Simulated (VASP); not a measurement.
Input of a VASP 6.6.1 run:

File INCAR:

```
SYSTEM = C18Se
PREC = Accurate ; ENCUT = 520
EDIFF = 1E-6 ; ISMEAR = -1
SIGMA = 0.05 ; LREAL = Auto
LASPH = .TRUE. ; NELM = 100
ALGO = Fast ; ISIF = 2
LWAVE = .FALSE. ; LCHARG = .FALSE.
GGA = PS ; NBANDS = 54
```

KPOINTS

```
Automatic mesh
0
G
  2 2 1
  0 0 0
```

Contents of POSCAR:

```
C18Se
1.0
    7.3980000000      0.0000000000      0.0000000000
   -3.6990000000      6.4068560000      0.0000000000
    0.0000000000      0.0000000000     12.0000000000
C Se
18 1
Direct
    0.0067519670      0.0060335366      0.0793830833
    0.2274578261      0.1163846979      0.0759940833
    0.0058330902      0.3376788865      0.0776431667
    0.2272389892      0.4457153399      0.0815020833
    0.0056555815      0.6734793165      0.0790896667
    0.2271467542      0.7870696641      0.0825635833
    0.3386815545      0.0054333982      0.0770896667
    0.5636212495      0.1174128153      0.0767962500
    0.3385833385      0.3388701104      0.0770086667
    0.5635956886      0.4517777518      0.0779325000
    0.3356428092      0.6705181137      0.0994910833
    0.5638651863      0.7848771691      0.0982155000
    0.6736485603      0.0085901728      0.0826457500
    0.8955202839      0.1173352421      0.0786306667
    0.6745591585      0.3400366732      0.0755768333
    0.8956828834      0.4504955317      0.0781419167
    0.6735635413      0.6706161337      0.0841972500
    0.8955088821      0.7835646688      0.0801258333
    0.4021699691      0.7117511304      0.2679716667
```

Potentials or basis: VASP PAW PBE potentials, release 64 (C, Se).

Command:

```sh
$ cat potpaw_PBE.64/C/POTCAR potpaw_PBE.64/Se/POTCAR > POTCAR
$ mpirun -np 1 vasp_std > vasp.out
```

Q: Predict the band gap on the k mesh.

A: 0.24 eV, direct.

Q: What does it give for the largest force?

A: 0.478 eV/Å.

Forces on the atoms (eV/Å):
```
C   -0.022  0.016  0.003
C   -0.027 -0.011 -0.038
C   -0.035 -0.008 -0.002
C   -0.022  0.003 -0.005
C    0.001  0.003 -0.055
C   -0.027  0.009 -0.143
C   -0.019 -0.022 -0.061
C   -0.024 -0.007 -0.003
C   -0.006  0.001 -0.019
C   -0.024  0.005 -0.008
C   -0.069 -0.027 -0.021
C   -0.063  0.002  0.206
C   -0.023  0.022  0.064
C   -0.033 -0.022  0.028
C   -0.007 -0.014 -0.012
C   -0.018  0.005  0.005
C   -0.010 -0.019  0.056
C   -0.044 -0.015  0.005
Se   0.471  0.079  0.000
```

Caveat: the k mesh is coarse (spacing up to 0.49 Å⁻¹), so the values aren't converged; the PAW data sets were made with another functional, which shifts forces and pressure a little. PBEsol gaps usually lie below the measured ones, often by a third to a half.
